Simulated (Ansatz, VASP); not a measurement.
# Si131Ge (amorphous Si): VASP beside Ansatz

Aim: how closely do two programs agree when they are given the same cell, functional and k mesh? The structure shown is the start of the Ansatz relaxation below; VASP solves that cell, so the two are compared at the walk's first step.

Method: plane waves, with VASP 6.6.1 beside it; single point at PBE, in Ansatz 0.2.0.

### 1. Set-up

The cell holds 132 atoms: 131 Si and 1 Ge. Cell: a = 13.966 Å, b = 13.966 Å, c = 13.966 Å, α = 90.0°, β = 90.0°, γ = 90.0°. It derives from Si (amorphous Si). As first built, before any earlier steps moved the atoms (in the runner's words): 132 atoms (132 Si) placed at random at 2.26 g/cm^3, melted at 2500 K for 20 ps at fixed volume with the modified Tersoff potential (Kumagai, Izumi, Hara and Sakai, Comput. Mater. Sci. 39, 457 (2007)). Quenched from 2500 K to 300 K at 20 K/ps and fixed volume, held 5 ps. The density is a measured one. Nearest the centre at fractional (0.132, 0.580, 0.810): Ge132 at 0.00 Å, Si36 at 2.37 Å, Si23 at 2.38 Å, Si126 at 2.38 Å, Si14 at 2.52 Å, Si82 at 3.43 Å, Si93 at 3.46 Å, Si28 at 3.59 Å.

### 2. Ansatz: relaxation, PBE

Ansatz runs on its default PAW (the set named soft_2) files.

The two programs are compared at the cell with which this relaxation starts, whose forces are those of its first step.

Contents of input.yaml:

```yaml
crystal:
  lattice:
    - [13.9657, 0.0, 0.0]
    - [0.0, 13.9657, 0.0]
    - [0.0, 0.0, 13.9657]
  atoms:
    - { symbol: Si, position: [0.10312, 0.18653, 0.36539] }
    - { symbol: Si, position: [0.10274, 0.99833, 0.79225] }
[... 1 atom line left out ...]
    - { symbol: Si, position: [0.22539, 0.30309, 0.13637] }
[... 4 atom lines left out ...]
    - { symbol: Si, position: [0.91524, 0.71386, 0.9035] }
[... 3 atom lines left out ...]
    - { symbol: Si, position: [0.34599, 0.61802, 0.5845] }
    - { symbol: Si, position: [0.99106, 0.47022, 0.83255] }
[... 6 atom lines left out ...]
    - { symbol: Si, position: [0.2563, 0.30701, 0.55636] }
    - { symbol: Si, position: [0.92051, 0.72083, 0.55989] }
    - { symbol: Si, position: [0.07399, 0.7382, 0.8319] }
[... 1 atom line left out ...]
    - { symbol: Si, position: [0.17238, 0.79785, 0.95993] }
[... 2 atom lines left out ...]
    - { symbol: Si, position: [0.23238, 0.66022, 0.03278] }
[... 1 atom line left out ...]
    - { symbol: Si, position: [0.95443, 0.8662, 0.62626] }
[... 1 atom line left out ...]
    - { symbol: Si, position: [0.91208, 0.2456, 0.95289] }
[... 2 atom lines left out ...]
    - { symbol: Si, position: [0.95976, 0.61885, 0.04563] }
    - { symbol: Si, position: [0.2795, 0.58398, 0.89401] }
[... 5 atom lines left out ...]
    - { symbol: Si, position: [0.10559, 0.37695, 0.48568] }
[... 3 atom lines left out ...]
    - { symbol: Si, position: [0.93993, 0.77167, 0.10356] }
[... 1 atom line left out ...]
    - { symbol: Si, position: [0.22599, 0.70679, 0.50611] }
[... 1 atom line left out ...]
    - { symbol: Si, position: [0.48138, 0.57162, 0.02636] }
[... 7 atom lines left out ...]
    - { symbol: Si, position: [0.06228, 0.65636, 0.48699] }
[... 1 atom line left out ...]
    - { symbol: Si, position: [0.43277, 0.38495, 0.80586] }
[... 5 atom lines left out ...]
    - { symbol: Si, position: [0.05046, 0.33513, 0.91078] }
[... 1 atom line left out ...]
    - { symbol: Si, position: [0.09838, 0.85458, 0.70719] }
[... 6 atom lines left out ...]
    - { symbol: Si, position: [0.37962, 0.71623, 0.82808] }
[... 2 atom lines left out ...]
    - { symbol: Si, position: [0.88988, 0.38713, 0.54365] }
    - { symbol: Si, position: [0.11146, 0.55799, 0.08417] }
    - { symbol: Si, position: [0.21129, 0.85255, 0.58153] }
[... 1 atom line left out ...]
    - { symbol: Si, position: [0.9619, 0.47802, 0.66567] }
[... 2 atom lines left out ...]
    - { symbol: Si, position: [0.87015, 0.51495, 0.14849] }
[... 1 atom line left out ...]
    - { symbol: Si, position: [0.8465, 0.60004, 0.6539] }
[... 2 atom lines left out ...]
    - { symbol: Si, position: [0.52572, 0.68632, 0.91175] }
    - { symbol: Ge, position: [0.13244, 0.5798, 0.80995] }
[... 1 atom line left out ...]
    - { symbol: Si, position: [0.89853, 0.23979, 0.22123] }
[... 5 atom lines left out ...]
    - { symbol: Si, position: [0.63557, 0.30173, 0.54151] }
    - { symbol: Si, position: [0.17516, 0.26479, 0.81258] }
[... 4 atom lines left out ...]
    - { symbol: Si, position: [0.15063, 0.83316, 0.31658] }
[... 2 atom lines left out ...]
    - { symbol: Si, position: [0.83997, 0.91519, 0.73215] }
[... 4 atom lines left out ...]
    - { symbol: Si, position: [0.71232, 0.89069, 0.92485] }
[... 5 atom lines left out ...]
    - { symbol: Si, position: [0.77124, 0.31104, 0.64071] }
    - { symbol: Si, position: [0.382, 0.33622, 0.07891] }
[... 2 atom lines left out ...]
    - { symbol: Si, position: [0.11602, 0.14432, 0.70549] }
    - { symbol: Si, position: [0.87705, 0.87482, 0.97766] }
[... 1 atom line left out ...]
    - { symbol: Si, position: [0.74979, 0.46495, 0.04003] }
[... 1 atom line left out ...]
    - { symbol: Si, position: [0.53177, 0.86706, 0.2334] }
[... 2 atom lines left out ...]
    - { symbol: Si, position: [0.85593, 0.12539, 0.84932] }
    - { symbol: Si, position: [0.28052, 0.37251, 0.71648] }
kpoints:
  mp_grid: { grid: [1, 1, 1] }
hamiltonian:
  xc: pbe
scf:
  occupations: { method: gaussian, width: 0.025 }
output:
  forces: true
  eigenvalues: true
relax:
  f_tol: 0.05
  max_steps: 90
```

Launch:

```
$ ansatz run input.yaml --threads 4 --pin off --max-ram 8192MiB --backend cpu --events-out ev --progress --plain --runs-dir out
```

Numbers of over 12 decimals in the logs are rounded to 6 here.

Log:

```text
Engine: ansatz 0.2.0, aarch64-unknown-linux-gnu
Pseudopotentials: kind: paw
Pseudopotential: Si, paw, valence charge 4, recommended cutoff 420 eV (normal), Si.paw.azcp
Pseudopotential: Ge, paw, valence charge 14, recommended cutoff 420 eV (normal), Ge.paw.azcp
Functional definition: PBE
  parameter kappa = 0.804
  parameter beta = 0.066725
  exchange = pbe_x(kappa = kappa, mu = beta*pi^2/3)
  correlation = pbe_c(beta = beta)
Crystal: 132 atoms, lattice volume = 2723.881 Å³
Basis set: ecut = 420 eV, 52971 PW (Γ), exchange–correlation on 192×192×192 points (8 copies of the dense FFT grid, shifted against one another)
Bands: 401, of which v1, the nominal top of the filled ones, is band 269 counted from 1 (268 counted from 0)
Symmetry: 1 space group operations
Space group: P1 (ITA 1), of the structure as read, at distance tolerance 1.4e-4 Å
k-points: 1
Non-local potential: Si, projectors of the file, l = 0: 2, l = 1: 2, l = 2: 2
Non-local potential: Ge, projectors of the file, l = 0: 2, l = 1: 2, l = 2: 3, l = 3: 1
PAW form: soft (Blöchl's): semilocal exchange-correlation on the pseudo side does not see the compensation charge
PAW one-centre angular grid: Si, 110 points (default); XC on 64 Gauss nodes
PAW one-centre angular grid: Ge, 590 points (default); XC on 64 Gauss nodes
Initial density: superposition of atomic densities (neutral atoms: chi_scale 0, normalization atom), corrected by the library's trained network
Initial wavefunctions: pseudopotential atomic-orbital guess
Functional: x = pbe(κ = 0.804, μ = 0.219515), c = pbe(β = 0.066725)
SCF iter   1: F=—  HF=-87558.623492 eV  |F-HF|=—  |Δ(HF+E_count)|=         —  Δρ=3.15e-3  dr2=9.86e-1  ethr=1.77e-3  ⟨swp⟩=6.0  Hψ=1848  notcnv=0  defer=65
preconditioner: auto → Resta (q_TF=auto, 2.082 Å⁻¹)  ε∞=5.7  [insulator: Δε(μ)=0.198 eV  Ē_g=7.578 eV  σ=0.025 eV  W_gap=1.00  n_scr=436 (ndim 8)  ℏωp=16.3 eV  f_vac=0.001  D(μ)=0.00/eV (n_scr^D=0)  ε∞_Penn≈5.7]
SCF iter   2: F=—  HF=-87558.529214 eV  |F-HF|=—  |Δ(HF+E_count)|=   9.43e-2  Δρ=1.69e-3  dr2=2.08e-1  ethr=1.83e-4  ⟨swp⟩=2.0  Hψ=464  notcnv=0  defer=102
SCF iter   3: F=—  HF=-87558.515116 eV  |F-HF|=—  |Δ(HF+E_count)|=   1.41e-2  Δρ=8.98e-4  dr2=3.02e-2  ethr=3.86e-5  ⟨swp⟩=3.0  Hψ=425  notcnv=0  defer=127
SCF iter   4: F=—  HF=-87558.516736 eV  |F-HF|=—  |Δ(HF+E_count)|=   1.62e-3  Δρ=2.85e-4  dr2=5.26e-3  ethr=5.62e-6  ⟨swp⟩=2.0  Hψ=637  notcnv=0  defer=127
SCF iter   5: F=—  HF=-87558.517413 eV  |F-HF|=—  |Δ(HF+E_count)|=   6.78e-4  Δρ=6.78e-5  dr2=3.48e-4  ethr=9.77e-7  ⟨swp⟩=2.0  Hψ=543  notcnv=0  defer=127
SCF iter   6: F=—  HF=-87558.517597 eV  |F-HF|=—  |Δ(HF+E_count)|=   1.84e-4  Δρ=2.32e-5  dr2=4.59e-5  ethr=6.46e-8  ⟨swp⟩=2.0  Hψ=543  notcnv=0  defer=127
SCF iter   7: F=-87558.517624 eV  HF=-87558.517625 eV  |F-HF|=9.22e-7  |Δ(HF+E_count)|=   2.80e-5  Δρ=9.95e-6  dr2=5.03e-6  ethr=8.53e-9  ⟨swp⟩=15.0  Hψ=2380  notcnv=0
SCF 1 converged in 7 iterations: F = -87558.517624 eV  dr2 = 5.03e-6
  greatest PAW one-centre occupation: 0.998 electrons in one spin orbital (limit 2), on the Ge atom at site 90 (counted from 0), in its partial waves of l = 2
relax step   1: F+E_penalty+E_count = -87558.51762422 eV  Δ(F+E_penalty+E_count) = +0.000e0 eV  max|allowed force component| = 4.786e-1 eV/Å  Δτ_max = 0.0000 Å  (7 SCF iters, dr2 threshold 6.25e-5 eV, accepted)
Initial density: handed on by an earlier stage of this run
Initial wavefunctions: those handed on with the density
iter 1 solved again at ethr=3.12e-6 eV; its pass at ethr=3.10e-3 eV (dr2=1.68e-2 eV) is discarded
SCF iter   1: F=—  HF=-87558.565955 eV  |F-HF|=—  |Δ(HF+E_count)|=         —  Δρ=7.52e-4  dr2=1.79e-2  ethr=3.12e-6  ⟨swp⟩=3.0  Hψ=1161  notcnv=0  defer=127
preconditioner: auto → Resta (q_TF=auto, 2.082 Å⁻¹)  ε∞=5.7  [insulator: Δε(μ)=0.138 eV  Ē_g=7.574 eV  σ=0.025 eV  W_gap=1.00  n_scr=436 (ndim 8)  ℏωp=16.3 eV  f_vac=0.002  D(μ)=0.05/eV (n_scr^D=0)  ε∞_Penn≈5.7]
SCF iter   2: F=—  HF=-87558.564365 eV  |F-HF|=—  |Δ(HF+E_count)|=   1.59e-3  Δρ=4.03e-4  dr2=3.51e-3  ethr=3.12e-6  ⟨swp⟩=2.0  Hψ=322  notcnv=0  defer=127
SCF iter   3: F=—  HF=-87558.564434 eV  |F-HF|=—  |Δ(HF+E_count)|=   6.85e-5  Δρ=8.25e-5  dr2=2.98e-4  ethr=6.53e-7  ⟨swp⟩=2.0  Hψ=541  notcnv=0  defer=127
iter 4 did not close the SCF: its close was put off for the readings that it lacked (scf_convergence_deferred on its scf_iter line)
SCF iter   4: F=-87558.564417 eV  HF=-87558.564421 eV  |F-HF|=3.34e-6  |Δ(HF+E_count)|=   1.33e-5  Δρ=1.46e-5  dr2=9.13e-6  ethr=5.55e-8  ⟨swp⟩=2.0  Hψ=543  notcnv=0  defer=127
iter 5 did not close the SCF: its close was put off for the readings that it lacked (scf_convergence_deferred on its scf_iter line)
SCF iter   5: F=-87558.564423 eV  HF=-87558.564422 eV  |F-HF|=5.84e-7  |Δ(HF+E_count)|=   1.41e-6  Δρ=7.10e-6  dr2=1.96e-6  ethr=1.70e-9  ⟨swp⟩=2.0  Hψ=543  notcnv=0  defer=127
[...]
- { symbol: Si, position: [0.986742, 0.252938, 0.479545] }
    - { symbol: Si, position: [0.232600, 0.660625, 0.032970] }
    - { symbol: Si, position: [0.445939, 0.942001, 0.458362] }
    - { symbol: Si, position: [0.954175, 0.866337, 0.626162] }
    - { symbol: Si, position: [0.987767, 0.140135, 0.602230] }
    - { symbol: Si, position: [0.911671, 0.244868, 0.953376] }
    - { symbol: Si, position: [0.865772, 0.038989, 0.399755] }
    - { symbol: Si, position: [0.864103, 0.736238, 0.317726] }
    - { symbol: Si, position: [0.959866, 0.619163, 0.045607] }
    - { symbol: Si, position: [0.282159, 0.584327, 0.895154] }
    - { symbol: Si, position: [0.797417, 0.792017, 0.465559] }
    - { symbol: Si, position: [0.303228, 0.051299, 0.209033] }
    - { symbol: Si, position: [0.040229, 0.699474, 0.324479] }
    - { symbol: Si, position: [0.579559, 0.457889, 0.577771] }
    - { symbol: Si, position: [0.661124, 0.247361, 0.885972] }
    - { symbol: Si, position: [0.105503, 0.376554, 0.485314] }
    - { symbol: Si, position: [0.026197, 0.129195, 0.227369] }
    - { symbol: Si, position: [0.404794, 0.463345, 0.338308] }
    - { symbol: Si, position: [0.622598, 0.625010, 0.788921] }
    - { symbol: Si, position: [0.939947, 0.771945, 0.103644] }
    - { symbol: Si, position: [0.931975, 0.993014, 0.250173] }
    - { symbol: Si, position: [0.226153, 0.706788, 0.506227] }
    - { symbol: Si, position: [0.455122, 0.803374, 0.368034] }
    - { symbol: Si, position: [0.481843, 0.571837, 0.026600] }
[...]
- { symbol: Ge, position: [0.131077, 0.580134, 0.810242] }
[...]
- { symbol: Si, position: [0.383922, 0.456353, 0.951638] }
    - { symbol: Si, position: [0.749633, 0.464729, 0.040483] }
    - { symbol: Si, position: [0.227526, 0.528733, 0.673985] }
    - { symbol: Si, position: [0.531999, 0.867170, 0.233578] }
    - { symbol: Si, position: [0.096584, 0.389648, 0.067154] }
    - { symbol: Si, position: [0.628483, 0.021476, 0.753872] }
    - { symbol: Si, position: [0.855793, 0.125251, 0.849215] }
    - { symbol: Si, position: [0.281030, 0.372068, 0.716218] }
```

Reading the cycles: dr2 is the Hartree energy of the density residual (eV), the measure of convergence; HF is the Harris–Foulkes estimate of the energy, which meets the free energy F at convergence.

### 3. VASP: single point, PBE, start cell

The same cell, functional, mesh and smearing now go to VASP, with its own data sets.

Lines of VASP's logs that name or quote its potential files are left out, and so is its time.

Contents of INCAR:

```
SYSTEM = Si131Ge
PREC = Accurate
ENCUT = 410
EDIFF = 1E-06
NELM = 120
ISMEAR = 0
SIGMA = 0.025
LREAL = Auto
ALGO = Normal
GGA = PE
NBANDS = 361
LORBIT = 11
LWAVE = .FALSE.
LCHARG = .FALSE.
ISIF = 2
LASPH = .TRUE.
GGA_COMPAT = .FALSE.
EFERMI = MIDGAP
```

Contents of POSCAR:

```
Si131Ge
1.0
   13.9657000000      0.0000000000      0.0000000000
    0.0000000000     13.9657000000      0.0000000000
    0.0000000000      0.0000000000     13.9657000000
Si Ge
131 1
Direct
    0.1031169222      0.1865284232      0.3653880579
    0.1027374210      0.9983316268      0.7922481508
[... 1 atom line left out ...]
    0.2253879147      0.3030925768      0.1363698203
[... 4 atom lines left out ...]
    0.9152423437      0.7138632507      0.9034992875
[... 3 atom lines left out ...]
    0.3459905340      0.6180212950      0.5845034621
    0.9910566602      0.4702234761      0.8325468827
[... 6 atom lines left out ...]
    0.2562993620      0.3070093157      0.5563630896
    0.9205123982      0.7208303200      0.5598931668
    0.0739884145      0.7382014507      0.8319024467
[... 1 atom line left out ...]
    0.1723794726      0.7978475837      0.9599304009
[... 2 atom lines left out ...]
    0.2323764652      0.6602175330      0.0327803118
[... 1 atom line left out ...]
    0.9544312136      0.8662007633      0.6262629156
[... 1 atom line left out ...]
    0.9120774469      0.2456017242      0.9528917276
[... 2 atom lines left out ...]
    0.9597585513      0.6188519014      0.0456332300
    0.2794990584      0.5839807528      0.8940117574
[... 5 atom lines left out ...]
    0.1055872602      0.3769521041      0.4856827800
[... 3 atom lines left out ...]
    0.9399314034      0.7716691609      0.1035608670
[... 1 atom line left out ...]
    0.2259893883      0.7067887754      0.5061114015
[... 1 atom line left out ...]
    0.4813793795      0.5716219022      0.0263574329
[... 7 atom lines left out ...]
    0.0622811603      0.6563580773      0.4869931332
[... 1 atom line left out ...]
    0.4327674230      0.3849502710      0.8058600715
[... 5 atom lines left out ...]
    0.0504593397      0.3351282070      0.9107814145
[... 1 atom line left out ...]
    0.0983767373      0.8545794339      0.7071897578
[... 6 atom lines left out ...]
    0.3796229333      0.7162333431      0.8280787930
[... 2 atom lines left out ...]
    0.8898802065      0.3871270327      0.5436533794
    0.1114587883      0.5579885004      0.0841705034
    0.2112890868      0.8525530407      0.5815318960
[... 1 atom line left out ...]
    0.9618995109      0.4780211518      0.6656665974
[... 2 atom lines left out ...]
    0.8701533042      0.5149473353      0.1484923778
[... 1 atom line left out ...]
    0.8465025026      0.6000415303      0.6539020600
[... 2 atom lines left out ...]
    0.5257165770      0.6863171914      0.9117480685
    0.1396922460      0.9245365431      0.0616224035
[... 1 atom line left out ...]
    0.0944671588      0.5164581797      0.5737413807
[... 5 atom lines left out ...]
    0.1751577078      0.2647915966      0.8125765268
    0.7926276520      0.6354711901      0.8087671939
[... 4 atom lines left out ...]
    0.4270176217      0.7481472465      0.6673779331
[... 2 atom lines left out ...]
    0.8166794360      0.4856326572      0.8778507343
[... 4 atom lines left out ...]
    0.3171770839      0.8595773932      0.8966109826
[... 5 atom lines left out ...]
    0.3820001862      0.3362165878      0.0789076094
    0.3685314735      0.6507085216      0.1285793050
[... 2 atom lines left out ...]
    0.8770487695      0.8748218850      0.9776595516
    0.3827305470      0.4567118011      0.9513379208
[... 1 atom line left out ...]
    0.2259893883      0.5298767695      0.6763212728
[... 1 atom line left out ...]
    0.0965723165      0.3895400875      0.0673292424
[... 2 atom lines left out ...]
    0.2805229956      0.3725126560      0.7164767967
    0.1324387607      0.5797990792      0.8099486599
```

Contents of KPOINTS:

```
Automatic mesh
0
Gamma
1 1 1
0 0 0
```

The projector-augmented-wave data sets are Si and Ge_d (PBE family, release 64).

Launch:

```
$ export OMP_NUM_THREADS=3
$ mpirun -np 1 vasp_gam
```

Log:

```text
[banner, memory and clock lines left out]
running    1 mpi-ranks, on    1 nodes
[...]
Offloading initialized ...    1 GPUs detected
[...]
LDA part: xc-table for (Slater+PW92), standard interpolation
 POSCAR, INCAR and KPOINTS ok, starting setup
[...]
entering main loop
       N       E                     dE             d eps       ncg     rms          rms(c)
DAV:   1     0.262088429870E+04    0.26209E+04   -0.19819E+05   730   0.115E+03
DAV:   2    -0.313836286682E+03   -0.29347E+04   -0.27312E+04   882   0.216E+02
DAV:   3    -0.683195878965E+03   -0.36936E+03   -0.35690E+03   899   0.824E+01
DAV:   4    -0.700490464864E+03   -0.17295E+02   -0.17011E+02   900   0.211E+01
[...]
DAV:  17    -0.687555176268E+03   -0.27761E-05   -0.14158E-06   620   0.166E-03    0.256E-03
DAV:  18    -0.687555178174E+03   -0.19061E-05   -0.13193E-06   524   0.151E-03    0.214E-03
DAV:  19    -0.687555178190E+03   -0.16415E-07   -0.21335E-07   460   0.741E-04
   1 F= -.68755518E+03 E0= -.68755518E+03  d E =-.510122E-05
```

Parts of OUTCAR (step 3):

```text
  FREE ENERGIE OF THE ION-ELECTRON SYSTEM (eV)
  ---------------------------------------------------
  free  energy   TOTEN  =      -687.5551781903 eV

  energy  without entropy=     -687.5551730890  energy(sigma->0) =     -687.55517564
```

The run ends at a pressure of -0.20 GPa, with forces up to 0.55 eV/Å.

### 4. Differences

Known differences besides the potentials themselves: the cutoff is 420 eV in Ansatz and 410 eV in VASP (PREC = Accurate, projectors in real space). Total energies have different zeros and are not compared.

Forces on 9 of the 132 atoms, those with the largest forces and the largest differences (eV/Å; atoms numbered as in POSCAR):

| atom | Ansatz x, y, z | VASP x, y, z |
| --- | --- | --- |
| Si14 | -0.285, -0.215, 0.043 | -0.284, -0.220, 0.039 |
| Si23 | -0.180, 0.465, 0.079 | -0.176, 0.463, 0.079 |
| Si24 | 0.013, -0.010, 0.002 | 0.017, -0.005, -0.003 |
| Si36 | 0.479, 0.012, 0.274 | 0.477, 0.014, 0.276 |
| Si55 | 0.000, 0.002, 0.003 | 0.003, -0.004, 0.007 |
| Si82 | -0.012, -0.015, -0.027 | -0.014, -0.012, -0.029 |
| Si93 | 0.003, -0.018, -0.015 | 0.002, -0.017, -0.016 |
| Si126 | 0.273, -0.172, -0.400 | 0.270, -0.172, -0.400 |
| Ge132 | -0.297, -0.082, 0.056 | -0.291, -0.074, 0.055 |

The forces differ by 2.4 meV/Å r.m.s., which is 4.6 % of the r.m.s. force of 0.052 eV/Å (both taken over all components).

### 5. Summary of results

```yaml
r_m_s_force_difference_single_point_pbe_start_cell: 2.4 meV/Å
```

In words: The r.m.s. force difference is 2.4 meV/Å (single point, PBE, start cell), within the 12 meV/Å picked in this series as the mark of a large difference. 1 further run of this series is not shown here. Such differences can come from data sets, numerical settings and the points named under the comparisons, not from the functional's error against experiment.

[Lines on the potential files, build, host, timing and source positions are cut from VASP's logs without a mark.]

[Logs are printed without paths, hosts, clocks, repeated set-up lines and the standing remarks that a program may print on its own settings, such as how far it seeks lower states.]

[Hosts, paths, dates, database ids (printed as entryN), source tags and the programs' standing remarks are cut or masked in the printed files.]
